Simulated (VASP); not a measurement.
These are AM05 GGA, VASP's PBE PAW potentials (set 64) (plane waves; VASP) values and carry that method's errors.

Input for VASP

File KPOINTS:
```
Automatic mesh
0
Gamma
  7 7 7
```

POSCAR:
```
KBr
1
    0.0000000000     3.3366723571     3.3366723571
    3.3366723571     0.0000000000     3.3366723571
    3.3366723571     3.3366723571     0.0000000000
K Br
1 1
Direct
  0.0000000000   0.0000000000   0.0000000000
  0.5000000000   0.5000000000   0.5000000000
```

### INCAR
```
ALGO = Normal
EDIFF = 1E-7
ENCUT = 520
GGA = AM
ISIF = 2
ISMEAR = 0
LASPH = .TRUE.
LCHARG = .FALSE.
LMAXMIX = 4
LREAL = .FALSE.
LWAVE = .FALSE.
NELM = 100
PREC = Accurate
SIGMA = 0.05
SYSTEM = KBr
```

POTCAR, in this order: K_sv Br (PBE.64 set). Program: vasp_std.

Output

### OUTCAR
```
 ion  position               nearest neighbor table
   1  0.000  0.000  0.000-
   2  0.500  0.500  0.500-
  LATTYP: Found a face centered cubic cell.
 ALAT       =     6.6733447142
 Subroutine PRICEL returns:
 Original cell was already a primitive cell.
 Subroutine GETGRP returns: Found 48 space group operations
The static configuration has the point symmetry O_h .
The dynamic configuration has the point symmetry O_h .
 Subroutine INISYM returns: Found 48 space group operations
 Subroutine IBZKPT returns following result:
 Found     20 irreducible k-points:

 Following reciprocal coordinates:
            Coordinates               Weight
  0.000000  0.000000  0.000000      1.000000
  0.142857  0.000000  0.000000      8.000000
  0.285714  0.000000  0.000000      8.000000
  0.428571  0.000000  0.000000      8.000000
  0.142857  0.142857  0.000000      6.000000
  0.285714  0.142857  0.000000     24.000000
  0.428571  0.142857  0.000000     24.000000
 -0.428571  0.142857  0.000000     24.000000
 -0.285714  0.142857  0.000000     24.000000
 -0.142857  0.142857  0.000000     12.000000
  0.285714  0.285714  0.000000      6.000000
  0.428571  0.285714  0.000000     24.000000
 -0.428571  0.285714  0.000000     24.000000
 -0.285714  0.285714  0.000000     12.000000
  0.428571  0.428571  0.000000      6.000000
 -0.428571  0.428571  0.000000     12.000000
  0.428571  0.285714  0.142857     24.000000
 -0.428571  0.285714  0.142857     48.000000
 -0.428571  0.428571  0.142857     24.000000
 -0.285714  0.428571  0.142857     24.000000
   k-points           NKPTS =     20   k-points in BZ     NKDIM =     20   number of bands    NBANDS=     12
   number of dos      NEDOS =    301   number of ions     NIONS =      2
   total plane-waves  NPLWV =  46656
   dimension x,y,z NGX =    36 NGY =   36 NGZ =   36
...
```

### OSZICAR
```
       N       E                     dE             d eps       ncg     rms          rms(c)
DAV:   1     0.104891583569E+03    0.10489E+03   -0.68992E+03   480   0.116E+03
DAV:   2     0.285370700983E+00   -0.10461E+03   -0.97626E+02   592   0.264E+02
DAV:   3    -0.605481864407E+01   -0.63402E+01   -0.63138E+01   600   0.616E+01
DAV:   4    -0.630481546305E+01   -0.25000E+00   -0.24971E+00   864   0.106E+01
DAV:   5    -0.630585462464E+01   -0.10392E-02   -0.10391E-02   620   0.758E-01    0.288E+00
DAV:   6    -0.612672587511E+01    0.17913E+00   -0.31113E-01   584   0.295E+00    0.211E+00
DAV:   7    -0.612049649443E+01    0.62294E-02   -0.14549E-01   608   0.224E+00    0.107E+00
DAV:   8    -0.613440503250E+01   -0.13909E-01   -0.20401E-02   564   0.116E+00    0.150E-01
DAV:   9    -0.613527539893E+01   -0.87037E-03   -0.12385E-03   640   0.232E-01    0.988E-02
DAV:  10    -0.613616348663E+01   -0.88809E-03   -0.13056E-03   548   0.248E-01    0.342E-02
DAV:  11    -0.613617354735E+01   -0.10061E-04   -0.36661E-05   756   0.324E-02    0.714E-03
DAV:  12    -0.613618386248E+01   -0.10315E-04   -0.97683E-06   560   0.241E-02    0.738E-03
DAV:  13    -0.613618611157E+01   -0.22491E-05   -0.34048E-06   584   0.125E-02    0.109E-03
DAV:  14    -0.613618640166E+01   -0.29009E-06   -0.55361E-07   580   0.555E-03    0.311E-04
DAV:  15    -0.613618639587E+01    0.57892E-08   -0.73146E-09   456   0.101E-03
   1 F= -.61361864E+01 E0= -.61361864E+01  d E =-.299956E-11
```

**OUTCAR**
```
------------------------ aborting loop because EDIFF is reached ----------------------------------------
  FORCE on cell =-STRESS in cart. coord.  units (eV):
  Direction    XX          YY          ZZ          XY          YZ          ZX
  --------------------------------------------------------------------------------------
  Total        0.0057185      0.0057185      0.0057185      0.0000000      0.0000000      0.0000000
  in kB        0.1233171      0.1233171      0.1233171      0.0000000      0.0000000      0.0000000
  external PRESSURE =       0.1233171 kB  Pullay stress =       0.0000000 kB
  volume of cell :       74.30
      direct lattice vectors                 reciprocal lattice vectors
     0.000000000  3.336672357  3.336672357    -0.149849894  0.149849894  0.149849894
     3.336672357  0.000000000  3.336672357     0.149849894 -0.149849894  0.149849894
     3.336672357  3.336672357  0.000000000     0.149849894  0.149849894 -0.149849894
  FREE ENERGIE OF THE ION-ELECTRON SYSTEM (eV)
  ---------------------------------------------------
  free  energy   TOTEN  =        -6.1361863959 eV

  energy  without entropy=       -6.1361863959  energy(sigma->0) =       -6.13618640
```
(Selected blocks of OUTCAR.)

The compound is KBr in the rock salt structure. It was relaxed first.
